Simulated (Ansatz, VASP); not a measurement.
# AlCo in two plane-wave programs, part 2 of 3

One calculation is typed for both programs; each brings its own data sets and cutoff. How far apart do they land? The cell is taken from a series of VASP runs on this material, whose earlier steps may have relaxed, scaled or displaced it; both programs get it as it stands.

VASP 6.6.1 and Ansatz 0.2.0.

So far: Starting point; VASP: relaxation of cell and atoms, PBEsol with D3(BJ).

### Step 3. Ansatz: relaxation of cell and atoms, PBEsol with D3(BJ)

Level of this step: Ansatz beside VASP: Kohn-Sham DFT, plane waves, PBEsol with D3(BJ) (Ansatz).

Ansatz runs on its default PAW (the set named soft_2) files.

The same cell, functional, mesh and smearing now go to Ansatz, which takes its cutoff from its data sets.

input.yaml reads:

```yaml
crystal:
  lattice:
    - [2.7945810408, 0.0, 0.0]
    - [0.0, 2.7945810408, 0.0]
    - [0.0, 0.0, 2.7945810408]
  atoms:
    - { symbol: Co, position: [0.5, 0.5, 0.5], spin: 2.0 }
    - { symbol: Al, position: [0.0, 0.0, 0.0] }
hamiltonian:
  xc: pbesol
  pseudopotentials: { kind: paw }
  dispersion: d3bj
magnetization:
  spin_polarized: true
kpoints:
  mp_grid: { grid: [16, 16, 16] }
scf:
  occupations: { method: methfessel_paxton, width: 0.15 }
relax:
  f_tol: 0.01
  max_steps: 60
  cell: { stress_tol: 0.05 }
output:
  forces: true
  stress: true
  write_density: true
  write_potential: true
  elf: true
  volumetric_format: npy
```

Started as:

```sh
> ansatz run input.yaml --threads 4 --pin off --max-ram 9216MiB --backend cpu --events-out ev --progress --plain --runs-dir out
```

Numbers of over 12 decimals in the logs are rounded to 6 here.

Output:

```text
Engine: ansatz 0.2.0, aarch64-unknown-linux-gnu
Pseudopotentials: kind: paw
Pseudopotential: Co, paw, valence charge 17, recommended cutoff 420 eV (normal), Co.paw.azcp
Pseudopotential: Al, paw, valence charge 3, recommended cutoff 420 eV (normal), Al.paw.azcp
Functional definition: PBEsol
  exchange = pbesol_x
  correlation = pbesol_c
Crystal: 2 atoms, lattice volume = 21.825 Å³
Basis set: ecut = 420 eV, 437 PW (Γ), exchange–correlation on 40×40×40 points (8 copies of the dense FFT grid, shifted against one another)
Bands: 15, of which v1, the nominal top of the filled ones, is band 10 counted from 1 (9 counted from 0)
Symmetry: 48 space group operations
Space group: Pm-3m (ITA 221), of the structure as read, at distance tolerance 2.8e-5 Å
Magnetic group: BNS 221.92 (UNI 1594), of the structure as read, at distance tolerance 2.8e-5 Å
k-points: 165 of 4096
Non-local potential: Co, projectors of the file, l = 0: 3, l = 1: 2, l = 2: 3, l = 3: 1
Non-local potential: Al, projectors of the file, l = 0: 2, l = 1: 2, l = 2: 1
PAW form: soft (Blöchl's): semilocal exchange-correlation on the pseudo side does not see the compensation charge
PAW frozen core: Co, regenerated for the run's functional, and the local potential with it (the file was generated under x = pbe(κ = 0.804, μ = 0.219515), c = pbe(β = 0.066725))
PAW frozen core: Al, regenerated for the run's functional, and the local potential with it (the file was generated under x = pbe(κ = 0.804, μ = 0.219515), c = pbe(β = 0.066725))
PAW one-centre angular grid: Co, 590 points (default); XC on 64 Gauss nodes
PAW one-centre angular grid: Al, 110 points (default); XC on 64 Gauss nodes
Initial density: superposition of atomic densities (chi_scale 0.1, normalization cell)
Starting moments: Σ|m| = 2 μB on 1 of 2 sites
Initial wavefunctions: pseudopotential atomic-orbital guess
Functional: x = pbesol(κ = 0.804, μ = 0.123457), c = pbesol(β = 0.046)
SCF iter   1: F=—  HF=-5618.335831 eV  |F-HF|=—  |Δ(HF+E_count)|=         —  Δρ=9.51e-2 (↑9.51e-2 ↓4.14e-2)  dr2=2.11e0  dr2_m=2.57e-1  M=1.279 μB ∫|m|=1.626 μB  β_m=0.30  ethr=3.10e-3  ⟨swp⟩=4.1  Hψ=22255  notcnv=0
Mixer restart at iter 1: flushing history
preconditioner: auto → none  [metal: Δε(μ)=0.003 eV  Ē_g=9.795 eV  σ=0.150 eV  W_gap=0.01  n_scr=6 (ndim 8)  ℏωp=27.5 eV  f_vac=0.000  D(μ)=1.77/eV (n_scr^D=18)  sad-step TF]
SCF iter   2: F=—  HF=-5617.589355 eV  |F-HF|=—  |Δ(HF+E_count)|=   7.46e-1  Δρ=4.15e-2 (↑3.35e-2 ↓4.15e-2)  dr2=1.59e-1  dr2_m=2.44e-1  M=1.168 μB ∫|m|=1.511 μB  β_m=0.34  ethr=3.10e-3  ⟨swp⟩=2.3  Hψ=11121  notcnv=0  defer=209
SCF iter   3: F=—  HF=-5618.898276 eV  |F-HF|=—  |Δ(HF+E_count)|=         —  Δρ=2.00e-1 (↑2.00e-1 ↓1.36e-1)  dr2=7.10e-1  dr2_m=5.54e0  M=0.028 μB ∫|m|=0.123 μB  β_m=1.00  ethr=7.95e-4  ⟨swp⟩=2.6  Hψ=8565  notcnv=0  defer=215
Mixer restart at iter 3: flushing history
SCF iter   4: F=—  HF=-5621.685289 eV  |F-HF|=—  |Δ(HF+E_count)|=    2.79e0  Δρ=2.02e-1 (↑1.94e-1 ↓2.02e-1)  dr2=2.21e1  dr2_m=3.91e-3  M=0.041 μB ∫|m|=0.070 μB  β_m=0.34  ethr=2.50e-4  ⟨swp⟩=3.4  Hψ=14096  notcnv=0  defer=176
SCF iter   5: F=—  HF=-5621.874468 eV  |F-HF|=—  |Δ(HF+E_count)|=   1.89e-1  Δρ=1.51e-1 (↑1.51e-1 ↓1.38e-1)  dr2=1.07e1  dr2_m=8.16e-3  M=0.013 μB ∫|m|=0.042 μB  β_m=0.27  ethr=2.50e-4  ⟨swp⟩=3.9  Hψ=17651  notcnv=0  defer=204
SCF iter   6: F=—  HF=-5619.537193 eV  |F-HF|=—  |Δ(HF+E_count)|=    2.34e0  Δρ=1.01e-2 (↑6.34e-3 ↓1.01e-2)  dr2=3.55e-2  dr2_m=5.78e-3  M=0.015 μB ∫|m|=0.042 μB  β_m=0.63  ethr=2.50e-4  ⟨swp⟩=3.0  Hψ=14963  notcnv=0  defer=157
SCF iter   7: F=—  HF=-5619.653610 eV  |F-HF|=—  |Δ(HF+E_count)|=   1.16e-1  Δρ=1.17e-2 (↑1.17e-2 ↓1.13e-2)  dr2=4.35e-2  dr2_m=1.86e-5  M=-0.001 μB ∫|m|=0.002 μB  β_m=0.50  ethr=1.77e-4  ⟨swp⟩=2.0  Hψ=12174  notcnv=0  defer=175
SCF iter   8: F=—  HF=-5619.617283 eV  |F-HF|=—  |Δ(HF+E_count)|=   3.63e-2  Δρ=2.94e-3 (↑1.60e-3 ↓2.94e-3)  dr2=1.33e-3  dr2_m=1.57e-4  M=0.004 μB ∫|m|=0.011 μB  β_m=0.75  ethr=1.77e-4  ⟨swp⟩=2.5  Hψ=9390  notcnv=0  defer=174
SCF iter   9: F=—  HF=-5619.618062 eV  |F-HF|=—  |Δ(HF+E_count)|=   7.79e-4  Δρ=6.27e-4 (↑6.27e-4 ↓3.22e-4)  dr2=1.28e-5  dr2_m=4.31e-5  M=0.001 μB ∫|m|=0.004 μB  β_m=0.88  ethr=6.63e-6  ⟨swp⟩=2.0  Hψ=8334  notcnv=0  defer=175
SCF iter  10: F=—  HF=-5619.618053 eV  |F-HF|=—  |Δ(HF+E_count)|=   8.68e-6  Δρ=4.91e-4 (↑4.91e-4 ↓4.02e-4)  dr2=1.20e-4  dr2_m=4.17e-7  M=0.000 μB ∫|m|=0.000 μB  β_m=0.88  ethr=6.40e-8  ⟨swp⟩=2.0  Hψ=8365  notcnv=0  defer=175
SCF iter  11: F=—  HF=-5619.613567 eV  |F-HF|=—  |Δ(HF+E_count)|=         —  Δρ=2.75e-4 (↑2.75e-4 ↓2.22e-4)  dr2=2.98e-5  dr2_m=1.54e-7  M=0.000 μB ∫|m|=0.000 μB  β_m=0.88  ethr=6.40e-8  ⟨swp⟩=2.0  Hψ=8360  notcnv=0  defer=175
Mixer restart at iter 11: flushing history
iteration 11: the input's own smearing fills from here on; a Gaussian of 0.15 eV has filled iterations ahead of it
SCF iter  12: F=—  HF=-5619.613669 eV  |F-HF|=—  |Δ(HF+E_count)|=   1.01e-4  S|Δr|=    0.00e0  Δρ=1.25e-3 (↑1.21e-3 ↓1.25e-3)  dr2=8.75e-4  dr2_m=6.66e-8  M=0.000 μB ∫|m|=0.000 μB  β_m=0.50  ethr=6.40e-8  ⟨swp⟩=2.2  Hψ=8339  notcnv=0  defer=175  recentre
SCF iter  13: F=—  HF=-5619.613564 eV  |F-HF|=—  |Δ(HF+E_count)|=   1.05e-4  S|Δr|=    0.00e0  Δρ=1.08e-4 (↑1.08e-4 ↓6.84e-5)  dr2=3.57e-6  dr2_m=9.05e-8  M=0.000 μB ∫|m|=0.000 μB  β_m=0.60  ethr=6.40e-8  ⟨swp⟩=2.1  Hψ=8280  notcnv=0  defer=175
SCF iter  14: F=—  HF=-5619.613564 eV  |F-HF|=—  |Δ(HF+E_count)|=   4.52e-7  S|Δr|=    0.00e0  Δρ=1.57e-5 (↑9.90e-6 ↓1.57e-5)  dr2=4.27e-9  dr2_m=3.26e-8  M=0.000 μB ∫|m|=0.000 μB  β_m=0.80  ethr=5.00e-10  ⟨swp⟩=6.0  Hψ=26396  notcnv=0
SCF iter  15: F=—  HF=-5619.613564 eV  |F-HF|=—  |Δ(HF+E_count)|=   1.44e-8  S|Δr|=    0.00e0  Δρ=7.81e-6 (↑7.81e-6 ↓2.10e-6)  dr2=1.06e-8  dr2_m=1.94e-9  M=0.000 μB ∫|m|=0.000 μB  β_m=0.81  ethr=2.14e-11  ⟨swp⟩=6.4  Hψ=22047  notcnv=0
SCF iter  16: F=—  HF=-5619.613564 eV  |F-HF|=—  |Δ(HF+E_count)|=  7.56e-10  S|Δr|=    0.00e0  Δρ=4.67e-6 (↑3.79e-6 ↓4.67e-6)  dr2=9.19e-9  dr2_m=4.08e-11  M=0.000 μB ∫|m|=0.000 μB  β_m=0.79  ethr=2.14e-11  ⟨swp⟩=6.3  Hψ=21729  notcnv=0
SCF iter  17: F=-5619.613564 eV  HF=-5619.613564 eV  |F-HF|=1.56e-9  |Δ(HF+E_count)|=  9.30e-10  S|Δr|=    0.00e0  Δρ=1.90e-6 (↑1.56e-6 ↓1.90e-6)  dr2=1.65e-9  dr2_m=6.03e-12  M=0.000 μB ∫|m|=0.000 μB  ethr=2.14e-11  ⟨swp⟩=5.8  Hψ=19626  notcnv=0
WARN: the starting moments were not kept: the SCF closed with an absolute magnetisation of 3.2e-6 μB, where they sum to 2 μB in size (1 site). That is at most 0.1 of that sum. Measured as dr2_m measures the in/out step, that magnetisation stands 1.6e-11 eV from none, at or under the dr2_threshold of 1.0e-7 eV: it is no larger than a step whose dr2_m would equal this threshold. The system may hold no moment; this SCF  [...]
SCF 1 converged in 17 iterations: F = -5619.613564 eV  dr2 = 1.65e-9
  greatest PAW one-centre occupation: 1.001 electrons in one spin orbital (limit 2), on the Co atom at site 0 (counted from 0), in its partial waves of l = 1
relax step   1: F+E_penalty+E_count = -5619.61356354 eV  Δ(F+E_penalty+E_count) = +0.000e0 eV  max|allowed force component| = 4.917e-29 eV/Å  Δτ_max = 0.0000 Å  P = -0.164 GPa  Ω = 21.825 Å³  (17 SCF iters, dr2 threshold 1.00e-7 eV, accepted)
[...]
relax step   2: F+E_penalty+E_count = -5619.61357756 eV  Δ(F+E_penalty+E_count) = -1.403e-5 eV  max|allowed force component| = 1.895e-29 eV/Å  Δτ_max = 0.0000 Å  P = -0.077 GPa  Ω = 21.816 Å³  energy of the carried Pulay correction = +7.085e-6 eV  (7 SCF iters, dr2 threshold 6.76e-8 eV, accepted)
[...]
relax step   3: F+E_penalty+E_count = -5619.61358564 eV  Δ(F+E_penalty+E_count) = -8.081e-6 eV  max|allowed force component| = 8.375e-29 eV/Å  Δτ_max = 0.0000 Å  P = +0.000 GPa  Ω = 21.808 Å³  energy of the carried Pulay correction = +1.326e-5 eV  (7 SCF iters, dr2 threshold 1.47e-8 eV, accepted)
[...]
relax step   4: F+E_penalty+E_count = -5619.61357263 eV  Δ(F+E_penalty+E_count) = +1.301e-5 eV  max|allowed force component| = 3.445e-29 eV/Å  Δτ_max = 0.0000 Å  P = -0.001 GPa  Ω = 21.808 Å³  stress off target by 8.92e-4 GPa  SCF on the basis re-selected at this cell (its energy is not comparable with the rows above)  (5 SCF iters)
basis re-selected at this cell: Δ(F+E_penalty+E_count) = +1.301e-5 eV, ΔP = -0.001 GPa vs the last step (what re-selecting the basis moved, of the pressure what is left beyond the Pulay correction that the steps carried, after the strain that the cell walked since its last selection, with what the two solves' SCF thresholds leave and, on support functions, any second-order correction that the steps lacked; it is no m [...]
SCF converged after 5 iterations
Stability not checked: this state was not tested for a lower state beside it, because cold or Methfessel-Paxton smearing, or corrected tetrahedra, fill the levels in a way that the test cannot read (fill_not_monotonic; see scf.lower_state_search)
Magnetization: 0.0000 μB (10.0000 up, 10.0000 down)
Absolute magnetization: 0.0000 μB (∫|ρ↑−ρ↓|, with the PAW one-centre terms)
Spin contamination: 0.0000 ħ² per cell (⟨S²⟩ above its minimum at these occupations)
Per-site moments (μB) at R_I (Å): [(9.442986872268811e-7, 0.998060), (-9.760926017371582e-8, 0.998060)]
Free energy (F): -5619.613573 eV
Harris-Foulkes:  -5619.613573 eV  (|F-HF|=1.82e-12)
Internal energy: -5619.614911 eV  (E = F + TS)
E sigma→0 (E₀):  -5619.613907 eV
Entropy (-TS):   0.001338 eV (0.669 meV/atom)
Fermi energy:    15.422799 eV
Step filling:    the computed levels leave a gap of 0.0176 eV = 0.1 smearing widths at the electron count; against every level under it full and every level over it empty, smearing changes F+E_penalty+E_count by +0.210 meV and its σ→0 estimate by -0.125 meV
--- Per-component energies (eV) ---
  E_band       = -266.893560
  E_kinetic    = 486.551413
  E_local      = -3599.324649  (includes V_loc(G=0)·N_el)
  E_nonlocal   = 468.586777
  E_hartree    = 1555.833492
  E_xc         = -200.320374
  E_vxc        = -237.796811  (∫ρ·V_xc dr)
  E_paw        = -1940.583682  (= ΣΔE_a)
  E_vpaw       = -496.577168  (= ΣTr[D̂ρ^β])
  E_aug_tail   = 0.000062  (compensation charges beyond the density's cutoff)
  E_ewald      = -2389.711832
  E_disp       = -0.853676  (pairwise vdW)
  E_core_change = 0.207558  (= ΣΔE_core)
  E_smearing   = 0.001338  (= −TS)
  E_closure    = 0.000000  (closes the sum)
  Σ components = -5619.613573   (vs F -5619.613573, Δ=0.00e0)
--- Forces (eV/Å), atoms counted from 1 ---
  atom   1  Co    -0.00000000    -0.00000000     0.00000000
  atom   2  Al     0.00000000    -0.00000000     0.00000000
  max |Σ_I F_I| component: 6.57e-29 eV/Å
--- Stress (GPa, compression-positive) ---
       -0.000892      -0.000000      -0.000000
       -0.000000      -0.000892      -0.000000
       -0.000000      -0.000000      -0.000892
  P = ⅓ Tr σ = -0.0009 GPa (-0.009 kbar)
--- Band table (eV; the first three rows and the last of 330) ---
  k-point 0 ↑: bands = [... 6 lower, 12.1290, 14.5198, 14.5198, 14.5198, 21.6459, 21.6459, 21.6459, 24.3767, ... 1 higher]
  k-point 1 ↑: bands = [... 6 lower, 12.1516, 14.4756, 14.4756, 14.5245, 20.8735, 21.7542, 21.7542, 24.3611, ... 1 higher]
  k-point 2 ↑: bands = [... 6 lower, 12.2166, 14.3542, 14.3542, 14.5380, 19.5101, 22.0685, 22.0685, 24.3152, ... 1 higher]
  k-point 164 ↓: bands = [... 6 lower, 11.1795, 15.1824, 15.1824, 17.7376, 17.7376, 17.7376, 20.1000, 21.1173, ... 1 higher]
--- Relaxed structure (3 steps of the walk, 3 accepted, 1 SCFs on fresh bases) ---
  F+E_penalty+E_count = -5619.61357263 eV   max|allowed force component| = 3.445e-29 eV/Å   (the final SCF, on the basis selected at the relaxed cell)
  cell:  # Å, volume = 21.8075 Å³
    - [2.793844, 0, 0.0]
    - [0, 2.793844, 0]
    - [0.0, 0, 2.793844]
  atoms:
    - { symbol: Co, position: [0.500000, 0.500000, 0.500000] }
    - { symbol: Al, position: [0, 0, 0] }
```

Run time: 11 s. Hardware: 4 threads of Arm Neoverse V1, shared host; peak memory 0.41 GiB; 40 s of CPU time.

### Step 4. Differences

Known differences besides the potentials themselves: both relaxations stop at a tolerance, which leaves soft axes loose, and VASP keeps its plane-wave basis; the data sets hold 20 valence electrons in Ansatz (default PAW (the set named soft_2) files) and 12 in VASP; the cutoff is 420 eV in Ansatz and 450 eV in VASP; Ansatz makes its cores anew for this functional, VASP keeps those of its PBE data sets; VASP leaves aspherical gradient terms in its spheres out (LASPH is not set), Ansatz keeps them; Ansatz adds a Pulay correction to the stress that steers its cell, VASP none. Total energies have different zeros and are not compared.

Compared:

```
                                         quantity  Ansatz   VASP  difference
                                      volume (Å³)   21.81  21.81     -0.01 %
edge a after relaxation, in the typed setting (Å)   2.794  2.794     +0.00 %
```

The walks stopped with 0.00 GPa left in Ansatz and 0.05 GPa in VASP; each walk ends within a tolerance, so the volume difference is uncertain by about these residues over the bulk modulus, most in soft cells.

(Part 2 of 3 ends here.)

[Lines on the potential files, build, host, timing and source positions are cut from VASP's logs without a mark.]

[Logs are printed without paths, hosts, clocks, repeated set-up lines and the standing remarks that a program may print on its own settings, such as how far it seeks lower states.]

[Hosts, paths, dates, database ids (printed as entryN), source tags and the programs' standing remarks are cut or masked in the printed files.]
